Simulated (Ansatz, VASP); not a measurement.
# Al2Pt: VASP beside Ansatz, part 2 of 2

Wanted: the spread between two codes on one cell, functional and k mesh.

VASP 6.6.1 and Ansatz 0.2.0.

So far. Step 2 (Ansatz: single point, PBEsol): The run ends at a pressure of 0.04 GPa.

The database entry behind the starting cell differs from later determinations by our own check (0.1 to 0.3 % short, probably kX units), so it need not match the best structure at ambient conditions.

## (3) VASP: single point, PBEsol (continued)

Level of this step: PBEsol; plane waves and PAW (Pt, Al) (VASP).

Numbers of over 12 decimals in the logs are rounded to 6 here.

From OUTCAR (step 3):

```text
ion  position               nearest neighbor table
   1  0.000  0.000  0.000-  12 2.55  14 2.55  15 2.55  16 2.55  17 2.55  18 2.55  19 2.55  21 2.55

  LATTYP: Found a face centered cubic cell.
 ALAT       =    11.7918118016

 Subroutine GETGRP returns: Found 48 space group operations
 (whereof 48 operations were pure point group operations)

The static configuration has the point symmetry O_h .

 Found      8 irreducible k-points:

   k-points           NKPTS =      8   k-points in BZ     NKDIM =      8   number of bands    NBANDS=     88

   dimension x,y,z NGX =    42 NGY =   42 NGZ =   42
   dimension x,y,z NGXF=    84 NGYF=   84 NGZF=   84

   ENCUT  =  400.0 eV  29.40 Ry    5.42 a.u.  13.60 13.60 13.60*2*pi/ulx,y,z

   NELECT =     128.0000    total number of electrons

 k-points in reciprocal lattice and weights: Automatic mesh
   0.00000000  0.00000000  0.00000000       0.016
   0.25000000  0.00000000  0.00000000       0.125
   0.50000000  0.00000000  0.00000000       0.062
   0.25000000  0.25000000  0.00000000       0.094
   0.50000000  0.25000000  0.00000000       0.375
  -0.25000000  0.25000000  0.00000000       0.188
   0.50000000  0.50000000  0.00000000       0.047
  -0.25000000  0.50000000  0.25000000       0.094

 average (electrostatic) potential at core
       1 -66.4055       2 -66.4055       3 -66.4055       4 -66.4055       5 -66.4055
       6 -66.4055       7 -66.4055       8 -66.4055       9 -72.0534      10 -72.0534
      11 -72.0534      12 -72.0534      13 -72.0534      14 -72.0534      15 -72.0534
      16 -72.0534      17 -72.0534      18 -72.0534      19 -72.0534      20 -72.0534
      21 -72.0534      22 -72.0534      23 -72.0534      24 -72.0534

 E-fermi :   7.8409

 k-point     1 :       0.0000    0.0000    0.0000
  band No.  band energies     occupation
    ...
     57       6.2550      2.00000
     58       6.2550      2.00000
     59       6.2550      2.00000
     60       6.2550      2.00000
     61       6.2550      2.00000
     62       8.8924     -0.00000
     63       8.8924     -0.00000
     64       8.8924     -0.00000
     65       8.8924     -0.00000
     66       8.8924     -0.00000
    ...

 k-point     2 :       0.2500    0.0000    0.0000
  band No.  band energies     occupation
    ...
     57       6.3550      2.00000
     58       6.3550      2.00000
     59       6.7053      2.00000
     60       6.7053      2.00000
     61       6.7053      2.00000
     62       8.1521     -0.05023
     63       8.1521     -0.05023
     64       8.1521     -0.05023
     65       8.4852     -0.00005
     66       8.4852     -0.00005
    ...

 k-point     3 :       0.5000    0.0000    0.0000
  band No.  band energies     occupation
    ...
     64       7.6031      2.07051
     65       7.6031      2.07051
     66       7.6031      2.07051
     67       7.6031      2.07051
     68       7.6031      2.07051
     69      10.1547     -0.00000
     70      10.1547     -0.00000
     71      10.1547     -0.00000
     72      10.1547     -0.00000
     73      11.2150     -0.00000
    ...

  Total       -0.5326201     -0.5326201     -0.5326201      0.0000000     -0.0000000      0.0000000
  in kB       -2.0818360     -2.0818360     -2.0818360      0.0000000     -0.0000000      0.0000000
  external PRESSURE =      -2.0818360 kB  Pullay stress =       0.0000000 kB

  energy-cutoff  :      400.00
  volume of cell :      409.90
      direct lattice vectors                 reciprocal lattice vectors
     0.000000000  5.895905901  5.895905901    -0.084804610  0.084804610  0.084804610
     5.895905901  0.000000000  5.895905901     0.084804610 -0.084804610  0.084804610
     5.895905901  5.895905901  0.000000000     0.084804610  0.084804610 -0.084804610

 POSITION                                       TOTAL-FORCE (eV/Angst)
 -----------------------------------------------------------------------------------
      0.00000      0.00000      0.00000        -0.000000      0.000000     -0.000000
      2.94795      2.94795      0.00000        -0.000000      0.000000     -0.000000
      2.94795      0.00000      2.94795        -0.000000      0.000000     -0.000000
      5.89591      2.94795      2.94795        -0.000000      0.000000     -0.000000
      0.00000      2.94795      2.94795        -0.000000      0.000000     -0.000000
      2.94795      5.89591      2.94795        -0.000000      0.000000     -0.000000
      2.94795      2.94795      5.89591        -0.000000      0.000000     -0.000000
      5.89591      5.89591      5.89591        -0.000000      0.000000     -0.000000
      4.42193      4.42193      4.42193         0.000000      0.000000      0.000000
      7.36988      7.36988      4.42193         0.000000      0.000000      0.000000
      7.36988      4.42193      7.36988         0.000000      0.000000      0.000000
     10.31784      7.36988      7.36988         0.000000      0.000000      0.000000
      4.42193      7.36988      7.36988         0.000000      0.000000      0.000000
      7.36988     10.31784      7.36988         0.000000      0.000000      0.000000
      7.36988      7.36988     10.31784         0.000000      0.000000      0.000000
     10.31784     10.31784     10.31784         0.000000      0.000000      0.000000
      1.47398      1.47398      1.47398        -0.000000     -0.000000     -0.000000
      4.42193      4.42193      1.47398        -0.000000     -0.000000     -0.000000
      4.42193      1.47398      4.42193        -0.000000     -0.000000     -0.000000
      7.36988      4.42193      4.42193        -0.000000     -0.000000     -0.000000
      1.47398      4.42193      4.42193        -0.000000     -0.000000     -0.000000
      4.42193      7.36988      4.42193        -0.000000     -0.000000     -0.000000
      4.42193      4.42193      7.36988        -0.000000     -0.000000     -0.000000
      7.36988      7.36988      7.36988        -0.000000     -0.000000     -0.000000
 -----------------------------------------------------------------------------------
    total drift:                               -0.000000     -0.000000      0.000000

  FREE ENERGIE OF THE ION-ELECTRON SYSTEM (eV)
  ---------------------------------------------------
  free  energy   TOTEN  =      -142.0041689260 eV

  energy  without entropy=     -141.9833558039  energy(sigma->0) =     -141.99723122

 total charge
# of ion       s       p       d       tot
------------------------------------------
    1        0.831   0.726   8.173   9.731
    2        0.831   0.726   8.173   9.731
    3        0.831   0.726   8.173   9.731
    4        0.831   0.726   8.173   9.731
    5        0.831   0.726   8.173   9.731
    6        0.831   0.726   8.173   9.731
    7        0.831   0.726   8.173   9.731
    8        0.831   0.726   8.173   9.731
    9        0.400   0.366   0.000   0.766
   10        0.400   0.366   0.000   0.766
   11        0.400   0.366   0.000   0.766
   12        0.400   0.366   0.000   0.766
   13        0.400   0.366   0.000   0.766
   14        0.400   0.366   0.000   0.766
   15        0.400   0.366   0.000   0.766
   16        0.400   0.366   0.000   0.766
   17        0.400   0.366   0.000   0.766
   18        0.400   0.366   0.000   0.766
   19        0.400   0.366   0.000   0.766
   20        0.400   0.366   0.000   0.766
   21        0.400   0.366   0.000   0.766
   22        0.400   0.366   0.000   0.766
   23        0.400   0.366   0.000   0.766
   24        0.400   0.366   0.000   0.766
--------------------------------------------------
tot         13.048  11.663  65.388  90.098

[... 3 further parts left out ...]
```

The run ends at a pressure of -0.21 GPa.

## (4) Side by side

Known differences besides the potentials themselves: the data sets hold 192 valence electrons in Ansatz (default PAW (the set named soft_2) files) and 128 in VASP; the cutoff is 420 eV in Ansatz and 400 eV in VASP (PREC = Normal, projectors in real space); Ansatz makes its cores anew for this functional, VASP keeps those of its PBE data sets. Total energies have different zeros and are not compared.

Compared:

```
                                        quantity  Ansatz   VASP  difference
                                  pressure (GPa)    0.04  -0.21       +0.25
pressure without Ansatz's Pulay correction (GPa)   -0.01  -0.21       +0.19
```

Ansatz's pressure holds a Pulay correction of 0.05 GPa; VASP's holds none.

## (5) Summary of results

```json
{
 "difference in pressure (single point, PBEsol)": "0.25 GPa"
}
```

**Reading.** The difference in pressure is 0.25 GPa (single point, PBEsol), within the 1 GPa picked in this series as the mark of a large difference. How closely two codes agree says nothing of how well the functional describes the real material.

[Lines on the potential files, build, host, timing and source positions are cut from VASP's logs without a mark.]

[Logs are printed without paths, hosts, clocks, repeated set-up lines and the standing remarks that a program may print on its own settings, such as how far it seeks lower states.]

[Hosts, paths, dates, database ids (printed as entryN), source tags and the programs' standing remarks are cut or masked in the printed files.]
